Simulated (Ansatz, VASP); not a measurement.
## Two plane-wave programs on NbTe

File INCAR:

```
ALGO = Normal
EDIFF = 1E-7
ENCUT = 520
GGA = PE
ISIF = 2
ISMEAR = -1
LASPH = T
LCHARG = F
LREAL = F
LWAVE = F
NBANDS = 16
NELM = 60
PREC = Accurate
SIGMA = 0.05
```

KPOINTS

```
k-points
0
Gamma
  8 8 8
```

The input POSCAR:

```
NbTe
1.0
    3.3794010812      0.0000000000      0.0000000000
    0.0000000000      3.3794010812      0.0000000000
    0.0000000000      0.0000000000      3.3794010812
Nb Te
1 1
Direct
    0.5000000000      0.5000000000      0.5000000000
    0.0000000000      0.0000000000      0.0000000000
```

Contents of input.yaml:

```yaml
crystal:
  lattice:
    - [3.3794010812, 0.0, 0.0]
    - [0.0, 3.3794010812, 0.0]
    - [0.0, 0.0, 3.3794010812]
  atoms:
    - { symbol: Nb, position: [0.5, 0.5, 0.5] }
    - { symbol: Te, position: [0.0, 0.0, 0.0] }
hamiltonian:
  xc: pbe
  pseudopotentials: { kind: paw }
kpoints:
  mp_grid: { grid: [8, 8, 8] }
scf:
  occupations: { method: fermi_dirac, width: 0.05 }
output:
  forces: true
  stress: true
  eigenvalues: true
```

Change from the starting cell: volume scaled by 0.96.

Alike in both runs: task single point; functional PBE; k mesh 8 × 8 × 8; occupations fermi-dirac, width 0.05 eV; no spin polarisation.

|  | VASP | Ansatz |
| --- | --- | --- |
| version | VASP 6.6.1 | Ansatz 0.2.0 |
| potentials or method | VASP PAW PBE potentials, release 64 (Nb_sv, Te) | Ansatz PAW |
| plane-wave cutoff (eV) | 520 | 420 |
| valence electrons in the cell | 19 | 29 |

```csv
,VASP,Ansatz,Ansatz less VASP
gap on the k mesh at the Fermi level (eV),none,none,-
pressure (GPa),5.7,5.9,+0.24
```

A gap of «none» marks a metal or a gap that the smearing closes. The functional is the same, so the differences come from potentials, cutoffs and numerics. The two sets of potentials don't hold the same shells in valence.

The runs have no spin-orbit coupling, so splittings on Te are missing.
